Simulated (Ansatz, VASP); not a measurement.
**CdS (Greenockite): VASP beside Ansatz**

One calculation is typed for both programs; each brings its own data sets. How far apart do they land? The cell is taken from a series of runs on this material, whose earlier steps may have relaxed, scaled, displaced or heated it; both programs get it as it stands.

Program: Ansatz 0.2.0. Level of theory: plane waves, with VASP 6.6.1 beside it; relaxation of cell and atoms at LDA. Results are calculated unless marked as measured.

## Step 1: Set-up

It takes space group P6_3mc (No. 186, hexagonal). Conventional cell: a = 4.074 Å, b = 4.074 Å, c = 6.638 Å, α = 90.00°, β = 90.00°, γ = 120.00°. Nearest to Cd lie 4 S at 2.49 to 2.50 Å. S has 4 Cd at 2.49 to 2.50 Å nearest. Farther neighbours and most contacts between anions are not listed.

## Step 2: VASP: relaxation of cell and atoms, LDA

The relaxed volume is the usual yardstick between codes: in a stiff, nearly cubic crystal its relative difference is about their pressure difference at one cell divided by the bulk modulus.

Lines of VASP's logs that name or quote its potential files are left out, and so is its time.

Contents of INCAR:

```
SYSTEM = CdS
PREC = Accurate
ENCUT = 500
EDIFF = 1E-07
NELM = 120
ISMEAR = 0
SIGMA = 0.01
LREAL = .FALSE.
ALGO = Normal
GGA = CA
NBANDS = 24
LORBIT = 11
LWAVE = .FALSE.
LCHARG = .FALSE.
ISIF = 3
IBRION = 2
NSW = 80
EDIFFG = -0.005
LASPH = .TRUE.
GGA_COMPAT = .FALSE.
NELMIN = 4
EFERMI = MIDGAP
```

Contents of POSCAR:

```
CdS
1.0
    4.0735340000      0.0000000000      0.0000000000
   -2.0367670000      3.5277840000      0.0000000000
    0.0000000000      0.0000000000      6.6382540000
Cd S
2 2
Direct
    0.3333333333      0.6666666667      0.9994643170
    0.6666666667      0.3333333333      0.4994643170
    0.3333333333      0.6666666667      0.3755356454
    0.6666666667      0.3333333333      0.8755356454
```

Contents of KPOINTS:

```
Automatic mesh
0
Gamma
9 9 4
0 0 0
```

The projector-augmented-wave data sets are Cd and S (LDA family, release 64).

Command:

```sh
$ mpirun -np 1 vasp_std
```

Numbers of over 12 decimals in the logs are rounded to 6 here.

The log of the run:

```text
[banner, memory and clock lines left out]
running    1 mpi-ranks, on    1 nodes
 distrk:  each k-point on    1 cores,    1 groups
 distr:  one band on    1 cores,    1 groups

 POSCAR found type information on POSCAR CdS
 POSCAR found :  2 types and       4 ions
 LDA part: xc-table for (Slater(with rela. corr.)+CA(PZ))
 , standard interpolation
 POSCAR, INCAR and KPOINTS ok, starting setup
 FFT: planning ... GRIDC
 FFT: planning ... GRID_SOFT
 FFT: planning ... GRID
 WAVECAR not read
 entering main loop
       N       E                     dE             d eps       ncg     rms          rms(c)
DAV:   1     0.247156367637E+03    0.24716E+03   -0.17466E+04  1728   0.135E+03
DAV:   2    -0.320836084845E+01   -0.25036E+03   -0.24312E+03  1976   0.341E+02
DAV:   3    -0.157229246135E+02   -0.12515E+02   -0.12472E+02  2136   0.779E+01
DAV:   4    -0.158428796916E+02   -0.11996E+00   -0.11991E+00  2024   0.749E+00
DAV:   5    -0.158449712944E+02   -0.20916E-02   -0.20913E-02  2216   0.945E-01    0.125E+01
DAV:   6    -0.148660135502E+02    0.97896E+00   -0.20528E+00  2320   0.160E+01    0.952E+00
DAV:   7    -0.148340621431E+02    0.31951E-01   -0.77846E-01  2016   0.504E+00    0.363E+00
DAV:   8    -0.148194084326E+02    0.14654E-01   -0.13331E-01  2056   0.371E+00    0.576E-01
DAV:   9    -0.148177537549E+02    0.16547E-02   -0.20576E-02  2160   0.191E+00    0.163E-01
DAV:  10    -0.148174624184E+02    0.29134E-03   -0.12767E-03  2200   0.424E-01    0.779E-02
DAV:  11    -0.148174750352E+02   -0.12617E-04   -0.12469E-04  2088   0.715E-02    0.909E-02
DAV:  12    -0.148174880550E+02   -0.13020E-04   -0.34236E-05  2016   0.294E-02    0.134E-01
DAV:  13    -0.148177409280E+02   -0.25287E-03   -0.52303E-04  1784   0.985E-02    0.494E-01
DAV:  14    -0.148200401528E+02   -0.22992E-02   -0.13903E-02  1728   0.523E-01    0.117E+00
DAV:  15    -0.148175227572E+02    0.25174E-02   -0.54341E-03  1744   0.406E-01    0.258E-01
DAV:  16    -0.148174840808E+02    0.38676E-04   -0.74669E-04  1800   0.133E-01    0.151E-02
DAV:  17    -0.148174879795E+02   -0.38987E-05   -0.15544E-05  2312   0.277E-02    0.493E-02
DAV:  18    -0.148174840358E+02    0.39437E-05   -0.12492E-05  1760   0.172E-02    0.377E-03
DAV:  19    -0.148174843583E+02   -0.32243E-06   -0.17103E-06  2152   0.680E-03    0.127E-02
DAV:  20    -0.148174842925E+02    0.65753E-07   -0.31138E-08  1072   0.146E-03
   1 F= -.14817484E+02 E0= -.14817484E+02  d E =-.148175E+02
 curvature:   0.00 expect dE= 0.000E+00 dE for cont linesearch  0.000E+00
 trial: gam= 0.00000 g(F)=  0.218E-06 g(S)=  0.375E-02 ort = 0.000E+00 (trialstep = 0.100E+01)
 search vector abs. value=  0.375E-02
 bond charge predicted
       N       E                     dE             d eps       ncg     rms          rms(c)
DAV:   1    -0.148649155617E+02   -0.47431E-01   -0.98471E-01  1864   0.108E+01    0.168E+00
DAV:   2    -0.148231096778E+02    0.41806E-01   -0.11194E-01  1936   0.431E+00    0.609E-01
DAV:   3    -0.148192390024E+02    0.38707E-02   -0.10897E-02  1944   0.929E-01    0.528E-01
DAV:   4    -0.148186278330E+02    0.61117E-03   -0.66103E-04  1768   0.199E-01    0.117E-01
DAV:   5    -0.148185065233E+02    0.12131E-03   -0.35994E-04  2160   0.232E-01    0.267E-02
DAV:   6    -0.148185090169E+02   -0.24936E-05   -0.35518E-05  1824   0.534E-02    0.138E-02
DAV:   7    -0.148185091482E+02   -0.13122E-06   -0.34519E-07  2088   0.412E-03    0.733E-03
DAV:   8    -0.148185091376E+02    0.10526E-07   -0.27528E-07  1488   0.329E-03
   2 F= -.14818509E+02 E0= -.14818509E+02  d E =-.102485E-02
 trial-energy change:   -0.001025  1 .order   -0.000989   -0.003748    0.001771
 step:   0.6876(harm=  0.6791)  dis= 0.00004  next Energy=   -14.818785 (dE=-0.130E-02)
 bond charge predicted
       N       E                     dE             d eps       ncg     rms          rms(c)
DAV:   1    -0.148233453057E+02   -0.48362E-02   -0.95777E-02  1864   0.334E+00    0.512E-01
DAV:   2    -0.148192167899E+02    0.41285E-02   -0.11235E-02  1936   0.137E+00    0.182E-01
DAV:   3    -0.148188472147E+02    0.36958E-03   -0.11133E-03  1912   0.291E-01    0.157E-01
DAV:   4    -0.148187953066E+02    0.51908E-04   -0.64991E-05  1784   0.694E-02    0.346E-02
DAV:   5    -0.148187830833E+02    0.12223E-04   -0.37866E-05  2160   0.750E-02    0.104E-02
DAV:   6    -0.148187833348E+02   -0.25147E-06   -0.38315E-06  1832   0.177E-02    0.407E-03
DAV:   7    -0.148187833310E+02    0.38194E-08   -0.30927E-08  1008   0.126E-03
   3 F= -.14818783E+02 E0= -.14818783E+02  d E =-.129904E-02
 curvature:  -0.34 expect dE=-0.138E-06 dE for cont linesearch -0.126E-06
 trial: gam= 0.00000 g(F)=  0.268E-09 g(S)=  0.405E-06 ort =-0.374E-04 (trialstep = 0.938E+00)
 search vector abs. value=  0.405E-06
 reached required accuracy - stopping structural energy minimisation
```

OUTCAR, selected parts (step 2):

```text
ion  position               nearest neighbor table
   1  0.333  0.667  0.999-   4 2.49   4 2.49   4 2.49   3 2.50
   2  0.667  0.333  0.499-   3 2.49   3 2.49   3 2.49   4 2.50
   3  0.333  0.667  0.376-   2 2.49   2 2.49   2 2.49   1 2.50
   4  0.667  0.333  0.876-   1 2.49   1 2.49   1 2.49   2 2.50

  LATTYP: Found a hexagonal cell.
 ALAT       =     4.0735340000
 C/A-ratio  =     1.6296056446

 Subroutine GETGRP returns: Found 12 space group operations
 (whereof  6 operations were pure point group operations)

The static configuration has the point symmetry C_3v.
 The point group associated with its full space group is C_6v.

 Found     36 irreducible k-points:

   k-points           NKPTS =     36   k-points in BZ     NKDIM =     36   number of bands    NBANDS=     24

   dimension x,y,z NGX =    30 NGY =   30 NGZ =   48
   dimension x,y,z NGXF=    60 NGYF=   60 NGZF=   96

   ENCUT  =  500.0 eV  36.75 Ry    6.06 a.u.   7.43  7.43 12.10*2*pi/ulx,y,z

   NELECT =      36.0000    total number of electrons

 k-points in reciprocal lattice and weights: Automatic mesh
   0.00000000  0.00000000  0.00000000       0.003
   0.11111111  0.00000000  0.00000000       0.019
   0.22222222  0.00000000  0.00000000       0.019
   0.33333333  0.00000000  0.00000000       0.019
   0.44444444  0.00000000  0.00000000       0.019
   0.11111111  0.11111111  0.00000000       0.019
   0.22222222  0.11111111  0.00000000       0.037
   0.33333333  0.11111111  0.00000000       0.037
   0.44444444  0.11111111  0.00000000       0.019
[...]
0.33333333  0.22222222  0.50000000       0.037
   0.33333333  0.33333333  0.50000000       0.006

 average (electrostatic) potential at core
       1 -39.9080       2 -39.9080       3 -89.6310       4 -89.6310

 E-fermi :   1.9269

 k-point     1 :       0.0000    0.0000    0.0000
  band No.  band energies     occupation
    ...
     14       0.5839      2.00000
     15       0.5839      2.00000
     16       1.3485      2.00000
     17       1.4080      2.00000
     18       1.4080      2.00000
     19       2.4458      0.00000
     20       4.0310      0.00000
     21       7.6972      0.00000
     22       7.6972      0.00000
     23       7.9831      0.00000
    ...

 k-point     2 :       0.1111    0.0000    0.0000
  band No.  band energies     occupation
    ...
     14       0.0341      2.00000
     15       0.4154      2.00000
     16       0.6482      2.00000
     17       1.2520      2.00000
     18       1.3118      2.00000
     19       3.1688      0.00000
     20       4.5426      0.00000
     21       7.2561      0.00000
     22       7.8956      0.00000
     23       8.1689      0.00000
    ...

 k-point     3 :       0.2222    0.0000    0.0000
  band No.  band energies     occupation
    ...
     14      -0.9999      2.00000
     15      -0.4100      2.00000
     16       0.0301      2.00000
     17       0.9551      2.00000
     18       1.0644      2.00000
     19       4.0917      0.00000
     20       5.2216      0.00000
     21       6.7685      0.00000
     22       7.7568      0.00000
     23       8.2482      0.00000
    ...

  Total       -0.0038737     -0.0038737     -0.0018896      0.0000000      0.0000000      0.0000000
  in kB       -0.0645414     -0.0645414     -0.0314833      0.0000000      0.0000000      0.0000000
  external PRESSURE =      -0.0535220 kB  Pullay stress =       0.0000000 kB

  energy-cutoff  :      500.00
  volume of cell :       96.16
      direct lattice vectors                 reciprocal lattice vectors
     4.084377392  0.000000000  0.000000000     0.244835358  0.141355757  0.000000000
    -2.042188696  3.537174654  0.000000000     0.000000000  0.282711514  0.000000000
     0.000000000  0.000000000  6.656065329     0.000000000 -0.000000000  0.150238910

 POSITION                                       TOTAL-FORCE (eV/Angst)
 -----------------------------------------------------------------------------------
     -0.00000      2.35812      6.65254         0.000000      0.000000     -0.000037
      2.04219      1.17906      3.32450        -0.000000      0.000000     -0.000037
     -0.00000      2.35812      2.49955         0.000000      0.000000      0.000037
      2.04219      1.17906      5.82759        -0.000000     -0.000000      0.000037
 -----------------------------------------------------------------------------------
    total drift:                               -0.000000      0.000000     -0.000218

  FREE ENERGIE OF THE ION-ELECTRON SYSTEM (eV)
  ---------------------------------------------------
  free  energy   TOTEN  =       -14.8187833310 eV

  energy  without entropy=      -14.8187833310  energy(sigma->0) =      -14.81878333

 reached required accuracy - stopping structural energy minimisation

 total charge
# of ion       s       p       d       tot
------------------------------------------
    1        0.446   0.353   9.554  10.353
    2        0.446   0.353   9.554  10.353
    3        1.322   2.391   0.000   3.713
    4        1.322   2.391   0.000   3.713
--------------------------------------------------
tot          3.537   5.488  19.108  28.134

[... 3 further parts left out ...]
```

[end of part 1 of 2]

[Lines on the potential files, build, host, timing and source positions are cut from VASP's logs without a mark.]

[Logs are printed without paths, hosts, clocks, repeated set-up lines and the standing remarks that a program may print on its own settings, such as how far it seeks lower states.]

[Hosts, paths, dates, database ids (printed as entryN), source tags and the programs' standing remarks are cut or masked in the printed files.]
